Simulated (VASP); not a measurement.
Here is the system:

```
CELL_PARAMETERS angstrom
      1.55816    -2.69881     0.00000
      1.55816     2.69881     0.00000
      0.00000     0.00000    11.56649
ATOMIC_POSITIONS crystal
  Mo 0.33333 0.66667 0.25000
  Mo 0.66667 0.33333 0.75000
  S  0.33333 0.66667 0.88490
  S  0.66667 0.33333 0.38490
  S  0.66667 0.33333 0.11510
  S  0.33333 0.66667 0.61510
```

Level of theory: r2SCAN meta-GGA, VASP's PBE PAW potentials (set 64) (plane waves; VASP 6.6.1). Settings: 500 eV cut-off, 8×8×2 Γ-centred mesh, Gaussian smearing of 0.050 eV, potentials Mo_sv S.

The ions, cell shape and volume at an external pressure of 10.0 GPa are relaxed. Give the cell that the relaxation ends in.

```
CELL_PARAMETERS angstrom
      1.55602    -2.69510     0.00000
      1.55602     2.69510     0.00000
      0.00000     0.00000    11.54694
ATOMIC_POSITIONS crystal
  Mo 0.33333 0.66667 0.25000
  Mo 0.66667 0.33333 0.75000
  S  0.33333 0.66667 0.88477
  S  0.66667 0.33333 0.38477
  S  0.66667 0.33333 0.11523
  S  0.33333 0.66667 0.61523
```
Space group P6_3/mmc (194), at a tolerance of 0.03 Å.

How do energy and volume change from the first to the last step?

The energy (σ→0) changes by +4.2 meV/atom and the volume by -0.4 %, in 3 ionic steps.

```
step  E(σ→0) (eV)  max force (eV/Å)  pressure (GPa)  volume (Å³)
----  -----------  ----------------  --------------  -----------
1        -89.7209             0.108            8.93        97.28
2        -89.6169             0.292           12.77        95.77
3        -89.6958             0.003            9.99        96.85
```

The compound is MoS2 in the 2H layered structure. This run relaxes it under an external pressure of 10 GPa. Symmetry was kept, so distortions that lower it aren't found.
